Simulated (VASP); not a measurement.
TlCl (CsCl type): the band gap from VASP (plane waves, PAW) at several levels of theory. Gaps are without spin-orbit coupling. Each level names its cell: its own relaxed one, PBE's, or the starting one. A gap is the smallest over the k-mesh and a band path; hybrids may have named points in place of the path, and GW has the mesh alone.

| level | band gap (eV) |
|---|---|
| LDA (own cell) | 1.55 |
| PBE (own cell) | 2.20 |
| PBEsol (own cell) | 1.80 |
| PBE-D4 (own cell) | 2.11 |
| rev-vdW-DF2 (own cell) | 2.02 |
| HSE06 (PBE cell) | 3.00 |
| PBE0 (PBE cell) | 3.63 |
| B3LYP (PBE cell) | 3.44 |
| Hartree-Fock (PBE cell) | 8.39 |

The cell of the LDA (own cell) run:

```
CELL_PARAMETERS angstrom
      3.69553     0.00000     0.00000
      0.00000     3.69553     0.00000
      0.00000     0.00000     3.69553
ATOMIC_POSITIONS crystal
  Tl 0.00000 0.00000 0.00000
  Cl 0.50000 0.50000 0.50000
```

Only levels that ran to the end are used. Left out are those held back, those with too coarse a band path, GW runs whose mesh misses a band edge, hybrids' fits of cells that aren't cubic and levels without matching references; a question may draw on a part of the rest.

The compound is TlCl in the CsCl type structure.
